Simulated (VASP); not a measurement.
Sn:

```
Sn
1.0
    -2.91964    2.91964    1.59380
     2.91964   -2.91964    1.59380
     2.91964    2.91964   -1.59380
Sn
2
Cartesian
  0.0000 0.0000 0.0000
  0.0000 2.9196 0.7969
```

```yaml
Program: VASP 6.6.1
Task: relaxation of cell and atoms
Functional: LDA
Potentials_or_basis: VASP PAW LDA potentials, release 64 (Sn_d)
Cutoff: 600 eV
k_mesh: 12 × 12 × 12
Occupations: gaussian, width 0.03 eV
Spin: no spin polarisation
```

At the start: pressure -2.0 GPa; volume 27.17 Å³/atom.

Task: How do energy, volume and symmetry change on relaxing?

Result: Over 9 steps the energy falls by 6.7 meV/atom and the volume is 26.15 Å³/atom (-3.8 %); space group I4_1/amd (No. 141, to 0.05 Å).

The path:
```tsv
step	energy change (eV)	largest force (eV/Å)	pressure (GPa)	volume (Å³)
1	0.0000	0.0000	-2.03	54.34
2	-0.0113	0.0000	0.84	51.67
3	-0.0130	0.0000	0.01	52.36
4	-0.0130	0.0000	0.08	52.33
5	-0.0133	0.0000	0.04	52.31
6	-0.0134	0.0000	0.04	52.30
7	-0.0133	0.0000	0.03	52.29
8	-0.0134	0.0000	0.07	52.30
9	-0.0134	0.0000	0.05	52.30
```

Final structure:
```
CELL_PARAMETERS angstrom
-2.88942 2.88942 1.56610
2.88942 -2.88942 1.56610
2.88942 2.88942 -1.56610
ATOMIC_POSITIONS crystal
Sn 0.00000 0.00000 0.00000
Sn 0.75000 0.25000 0.50000
```
